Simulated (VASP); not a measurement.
Consider the following.

```yaml
crystal:
  lattice:
    - [1.48974, -2.58030, 0.00000]
    - [1.48974, 2.58030, 0.00000]
    - [0.00000, 0.00000, 3.36917]
  atoms:
    - { symbol: Mg, position: [0.00000, 0.00000, 0.00000] }
    - { symbol: B, position: [0.33333, 0.66667, 0.50000] }
    - { symbol: B, position: [0.66667, 0.33333, 0.50000] }
```

Level of theory: PBEsol GGA, VASP's PBE PAW potentials (set 64) (plane waves; VASP). Settings: 600 eV cut-off, 10×10×8 Γ-centred mesh, first-order Methfessel-Paxton smearing of 0.10 eV, potentials Mg B.

Q: Estimate the energy per atom (σ→0), pressure, band gap (on the k-mesh) with the smallest direct gap where there is one.

A: 
- band gap (on the k-mesh): none (metal, semimetal or under 0.01 eV)
- energy per atom (σ→0): -5.366 eV/atom
- pressure: 17.08 GPa

Only differences to runs with the same potentials and settings are physical.

The compound is MgB2 in the AlB2 type structure. This cell was strained or had an atom moved on purpose.
